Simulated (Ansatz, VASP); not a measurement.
**TaSi2P4 (TaSi2P4 bilayer, AB): VASP beside Ansatz**

Wanted: the spread between two codes on one cell, functional and k mesh. The structure shown is the start of the Ansatz relaxation below; VASP solves that cell, so the two are compared at the walk's first step.

Program: Ansatz 0.2.0. Level of theory: plane waves, with VASP 6.6.1 beside it; single point at PBE with D3(BJ). Results are calculated unless marked as measured.

## Step 1: The starting structure

The cell holds 14 atoms: 8 P, 4 Si and 2 Ta. Its edges and angles: a = 3.480 Å, b = 3.480 Å, c = 72.392 Å, α = 90.0°, β = 90.0°, γ = 120.0°. Vacuum lies along c.

## Step 2: Ansatz: relaxation, PBE with D3(BJ)

Ansatz runs on its default PAW (the set named soft_2) files.

The two programs are compared at the cell with which this relaxation starts, whose forces are those of its first step.

File input.yaml:

```yaml
crystal:
  lattice:
    - [3.48, 0.0, 0.0]
    - [-1.74, 3.0137684052, 0.0]
    - [0.0, 0.0, 72.3918223183]
  atoms:
    - { symbol: P, position: [0.0, 0.0, 0.3570845321] }
    - { symbol: Si, position: [0.3333333333, 0.6666666667, 0.3659866114] }
    - { symbol: P, position: [0.3333333333, 0.6666666667, 0.3951335499] }
    - { symbol: Ta, position: [0.0, 0.0, 0.417491294], spin: 1.0 }
    - { symbol: P, position: [0.3333333333, 0.6666666667, 0.4398490382] }
    - { symbol: Si, position: [0.3333333333, 0.6666666667, 0.4689959768] }
    - { symbol: P, position: [0.0, 0.0, 0.477898056] }
    - { symbol: P, position: [0.3333333333, 0.6666666667, 0.522101944] }
    - { symbol: Si, position: [0.6666666667, 0.3333333333, 0.5310040232] }
    - { symbol: P, position: [0.6666666667, 0.3333333333, 0.5601509618] }
    - { symbol: Ta, position: [0.3333333333, 0.6666666667, 0.582508706], spin: 1.0 }
    - { symbol: P, position: [0.6666666667, 0.3333333333, 0.6048664501] }
    - { symbol: Si, position: [0.6666666667, 0.3333333333, 0.6340133886] }
    - { symbol: P, position: [0.3333333333, 0.6666666667, 0.6429154679] }
  periodic: [true, true, false]
magnetization:
  spin_polarized: true
kpoints:
  mp_grid: { grid: [12, 12, 1] }
hamiltonian:
  xc: pbe
  dispersion: d3bj
scf:
  occupations: { method: fermi_dirac, width: 0.05 }
  convergence: { dr2_threshold: 1.0e-09 }
relax:
  f_tol: 0.004
  max_steps: 90
  cell: {}
output:
  write_potential: true
  write_density: true
  volumetric_format: npy
```

Started as:

```bash
ansatz run input.yaml --threads 4 --pin off --max-ram 12288MiB --backend cpu --events-out ev --progress --plain --runs-dir out
```

Numbers of over 12 decimals in the logs are rounded to 6 here.

The program printed:

```text
Warning: relax.cell: scf.convergence.dr2_threshold = 1e-9 eV is looser than the 1.48621857567e-10 eV advised for a relaxation that steers and ends on the stress (1e-10 eV for each atom of the cell: 14, times the square of relax.cell.stress_2d_tol = 0.05 N/m over 30.7 Å (the atoms' height at the walk's start and 5 Å past either face), 1.629e-2 GPa, over a crystal's default 0.05). What an SCF threshold leaves in a stress goes as its square root, and in the free energy as the threshold itself, and one threshold admits the most on a small cell: [figures from the program's tests cut] Set scf.convergence.dr2_threshold to 1.48621857567e-10 eV or tighter. [rest of the remark cut]
Engine: ansatz 0.2.0, aarch64-unknown-linux-gnu
Pseudopotentials: kind: paw
Pseudopotential: P, paw, valence charge 5, recommended cutoff 420 eV (normal), P.paw.azcp
Pseudopotential: Si, paw, valence charge 4, recommended cutoff 420 eV (normal), Si.paw.azcp
Pseudopotential: Ta, paw, valence charge 13, recommended cutoff 420 eV (normal), Ta.paw.azcp
Functional definition: PBE
  parameter kappa = 0.804
  parameter beta = 0.066725
  exchange = pbe_x(kappa = kappa, mu = beta*pi^2/3)
  correlation = pbe_c(beta = beta)
Crystal: 14 atoms, lattice volume = 759.239 Å³
Basis set: ecut = 420 eV, 14791 PW (Γ), exchange–correlation on 48×48×972 points (8 copies of the dense FFT grid, shifted against one another)
Bands: 56, of which v1, the nominal top of the filled ones, is band 41 counted from 1 (40 counted from 0)
Symmetry: 6 space group operations
Space group: P3m1 (ITA 156), of the structure as read, at distance tolerance 9.1e-5 Å
Magnetic group: BNS 156.49 (UNI 1279), of the structure as read, at distance tolerance 9.1e-5 Å
k-points: 19 of 144 (time reversal used)
Non-local potential: P, projectors of the file, l = 0: 2, l = 1: 2, l = 2: 2
Non-local potential: Si, projectors of the file, l = 0: 2, l = 1: 2, l = 2: 2
Non-local potential: Ta, projectors of the file, l = 0: 3, l = 1: 2, l = 2: 2, l = 3: 1
PAW form: soft (Blöchl's): semilocal exchange-correlation on the pseudo side does not see the compensation charge
PAW one-centre angular grid: P, 110 points (default); XC on 64 Gauss nodes
PAW one-centre angular grid: Si, 110 points (default); XC on 64 Gauss nodes
PAW one-centre angular grid: Ta, 590 points (default); XC on 64 Gauss nodes
Initial density: superposition of atomic densities (neutral atoms: chi_scale 0, normalization atom)
Starting moments: Σ|m| = 2 μB on 2 of 14 sites
Initial wavefunctions: pseudopotential atomic-orbital guess
Functional: x = pbe(κ = 0.804, μ = 0.219515), c = pbe(β = 0.066725)
SCF iter   1: F=—  HF=-28461.615091 eV  |F-HF|=—  |Δ(HF+E_count)|=         —  Δρ=1.66e-2 (↑1.66e-2 ↓1.55e-2)  dr2=9.81e0  dr2_m=7.19e-2  M=1.192 μB ∫|m|=1.385 μB  β_m=0.30  ethr=3.10e-3  ⟨swp⟩=14.3  Hψ=17174  notcnv=0  defer=16
Mixer restart at iter 1: flushing history
preconditioner: auto → LDOS  [metal: Δε(μ)=0.022 eV  Ē_g=8.678 eV  σ=0.050 eV  W_gap=0.11  n_scr=42 (ndim 8)  ℏωp=10.9 eV  f_vac=0.654  D(μ)=4.22/eV (n_scr^D=22)]
spin=Collinear: LDOS preconditioning applied to the charge; magnetization (m = ρ↑ − ρ↓) channel mixes plain (no charge-response kernel on spin).
SCF iter   2: F=—  HF=-28459.816079 eV  |F-HF|=—  |Δ(HF+E_count)|=    1.80e0  Δρ=1.11e-2 (↑1.11e-2 ↓1.02e-2)  dr2=3.44e0  dr2_m=4.16e-2  M=1.128 μB ∫|m|=1.298 μB  β_m=0.52  ethr=3.10e-3  ⟨swp⟩=4.1  Hψ=4450  notcnv=0  defer=281
SCF iter   3: F=—  HF=-28458.994023 eV  |F-HF|=—  |Δ(HF+E_count)|=   8.22e-1  Δρ=2.67e-3 (↑2.67e-3 ↓2.18e-3)  dr2=1.27e-1  dr2_m=7.86e-3  M=0.947 μB ∫|m|=1.061 μB  β_m=0.59  ethr=3.10e-3  ⟨swp⟩=4.2  Hψ=4718  notcnv=0  defer=281
SCF iter   4: F=—  HF=-28459.048115 eV  |F-HF|=—  |Δ(HF+E_count)|=         —  Δρ=1.60e-3 (↑1.60e-3 ↓1.40e-3)  dr2=1.60e-2  dr2_m=1.31e-2  M=0.591 μB ∫|m|=0.666 μB  β_m=0.59  ethr=1.54e-4  ⟨swp⟩=4.6  Hψ=5838  notcnv=0  defer=243
SCF iter   5: F=—  HF=-28459.054428 eV  |F-HF|=—  |Δ(HF+E_count)|=   6.31e-3  Δρ=9.66e-4 (↑9.66e-4 ↓9.28e-4)  dr2=8.76e-4  dr2_m=5.94e-3  M=0.464 μB ∫|m|=0.517 μB  β_m=0.79  ethr=1.95e-5  ⟨swp⟩=3.1  Hψ=4241  notcnv=0  defer=243
SCF iter   6: F=—  HF=-28459.061982 eV  |F-HF|=—  |Δ(HF+E_count)|=   7.55e-3  Δρ=4.62e-4 (↑4.62e-4 ↓4.62e-4)  dr2=1.60e-3  dr2_m=1.39e-3  M=0.259 μB ∫|m|=0.284 μB  β_m=0.84  ethr=1.07e-6  ⟨swp⟩=4.1  Hψ=5722  notcnv=0  defer=243
[...]
SCF converged after 8 iterations
an eigenvalue changed by more than its tolerance at an iteration that met the thresholds in force, so the SCF went on 2 times, its first undamped step at iteration 5: the last check found none over its tolerance
Magnetization: -0.0000 μB (41.0000 up, 41.0000 down)
Absolute magnetization: 0.0000 μB (∫|ρ↑−ρ↓|, with the PAW one-centre terms)
Spin contamination: 0.0000 ħ² per cell (⟨S²⟩ above its minimum at these occupations)
Per-site moments (μB) at R_I (Å): [(-1.4572276908077867e-8, 0.929789), (-3.106392654528299e-8, 0.923234), (3.6605305766953305e-8, 0.923234), (-8.207697400509198e-7, 1.029805), (4.280609563310563e-8, 0.922506), (-2.9675758988862235e-8, 0.922506), (-7.028384119706689e-9, 0.929758), (-5.72501497707907e-9, 0.929215), (-2.594941172785027e-8, 0.923566), (3.8723489046595483e-8, 0.923566), (-7.279555384009846e-7, 1.029845), (3.551347705324311e-8, 0.923219), (-2.6666174759676323e-8, 0.923219), (-1.1273348120465937e-8, 0.929813)]
Free energy (F): -28462.825514 eV
Harris-Foulkes:  -28462.825514 eV  (|F-HF|=3.57e-10)
Internal energy: -28462.788239 eV  (E = F + TS)
E sigma→0 (E₀):  -28462.806877 eV
Entropy (-TS):   -0.037275 eV (-2.662 meV/atom)
Fermi energy:    -5.412443 eV
--- Per-component energies (eV) ---
  E_band       = -1464.857972
  E_kinetic    = 1467.325541
  E_local      = -593018.163126  (includes V_loc(G=0)·N_el)
  E_nonlocal   = 404.165315
  E_hartree    = 295533.370800
  E_xc         = -1154.559925
  E_vxc        = -1087.571165  (∫ρ·V_xc dr)
  E_paw        = -23399.985693  (= ΣΔE_a)
  E_vpaw       = -297.359565  (= ΣTr[D̂ρ^β])
  E_aug_tail   = 0.000362  (compensation charges beyond the density's cutoff)
  E_ewald      = 291710.312220
  E_disp       = -5.253732  (pairwise vdW)
  E_smearing   = -0.037275  (= −TS)
  E_closure    = -0.000000  (closes the sum)
  Σ components = -28462.825514   (vs F -28462.825514, Δ=0.00e0)
--- Forces (eV/Å), atoms counted from 1 ---
  atom   1  P      0.00000000     0.00000000     0.00024321
  atom   2  Si    -0.00000000    -0.00000000    -0.00016795
  atom   3  P     -0.00000000     0.00000000    -0.00021699
  atom   4  Ta    -0.00000000     0.00000000     0.00020118
  atom   5  P      0.00000000     0.00000000    -0.00011229
  atom   6  Si    -0.00000000    -0.00000000     0.00034523
  atom   7  P      0.00000000     0.00000000    -0.00028303
  atom   8  P      0.00000000     0.00000000     0.00003121
  atom   9  Si     0.00000000    -0.00000000    -0.00012187
  atom  10  P      0.00000000     0.00000000     0.00010342
  atom  11  Ta    -0.00000000     0.00000000    -0.00013601
  atom  12  P      0.00000000     0.00000000     0.00015017
  atom  13  Si    -0.00000000    -0.00000000     0.00019181
  atom  14  P      0.00000000     0.00000000    -0.00022701
  max |Σ_I F_I| component: 1.06e-6 eV/Å
--- 2D stress c σ (N/m, compression-positive) ---
        0.003554      -0.000000      -0.000000
       -0.000000       0.003554      -0.000000
       -0.000000      -0.000000       0.000000
  P = ½ c Tr σ = 0.0036 N/m
--- Band table (eV; the first three rows and the last of 38) ---
  k-point 0 ↑: bands = [... 37 lower, -5.8210, -5.8093, -5.8093, -5.1798, -4.7372, -2.5425, -2.5425, -2.4849, ... 11 higher]
  k-point 1 ↑: bands = [... 37 lower, -5.9540, -5.9426, -5.8564, -5.1339, -4.8147, -2.7120, -2.6623, -2.6218, ... 11 higher]
  k-point 2 ↑: bands = [... 37 lower, -6.3065, -6.2986, -6.0536, -5.2300, -5.1208, -3.1905, -3.0240, -3.0093, ... 11 higher]
  k-point 18 ↓: bands = [... 37 lower, -7.0453, -6.2354, -6.2199, -4.6019, -4.5609, -3.7127, -3.4653, -3.4361, ... 11 higher]
  the weakly bound empty levels are not read free of the cell's end (no_gap_told)
--- Relaxed structure (7 steps of the walk, 7 accepted, 1 SCFs on fresh bases) ---
  F+E_penalty+E_count = -28462.82551407 eV   max|allowed force component| = 3.452e-4 eV/Å   (the final SCF, on the basis selected at the relaxed cell)
  cell:  # Å, volume = 763.0383 Å³
    - [3.488696, 0.0, 0]
    - [-1.744348, 3.021299, 0]
    - [0, 0, 72.3918223183]
  atoms:
    - { symbol: P, position: [3.0911774834423674e-17, -7.552537548908391e-19, 0.349692] }
    - { symbol: Si, position: [0.333333, 0.666667, 0.363668] }
    - { symbol: P, position: [0.333333, 0.666667, 0.394585] }
    - { symbol: Ta, position: [3.852222794596446e-17, -7.552537548908386e-19, 0.415041] }
    - { symbol: P, position: [0.333333, 0.666667, 0.435416] }
    - { symbol: Si, position: [0.333333, 0.666667, 0.466309] }
    - { symbol: P, position: [4.596582521120981e-17, -7.552537548908395e-19, 0.480283] }
    - { symbol: P, position: [0.333333, 0.666667, 0.519729] }
    - { symbol: Si, position: [0.666667, 0.333333, 0.533663] }
    - { symbol: P, position: [0.666667, 0.333333, 0.564591] }
    - { symbol: Ta, position: [0.333333, 0.666667, 0.584968] }
    - { symbol: P, position: [0.666667, 0.333333, 0.605415] }
    - { symbol: Si, position: [0.666667, 0.333333, 0.636331] }
    - { symbol: P, position: [0.333333, 0.666667, 0.650309] }
```

In the SCF lines HF is the Harris–Foulkes energy and dr2 the Hartree energy of the density residual, in eV; the loop may stop once dr2 is under the threshold and the program's other checks hold. Hψ counts applications of the Hamiltonian.

(Continued in part 2 of 2.)

[Lines on the potential files, build, host, timing and source positions are cut from VASP's logs without a mark.]

[Logs are printed without paths, hosts, clocks, repeated set-up lines and the standing remarks that a program may print on its own settings, such as how far it seeks lower states.]

[Hosts, paths, dates, database ids (printed as entryN), source tags and the programs' standing remarks are cut or masked in the printed files.]
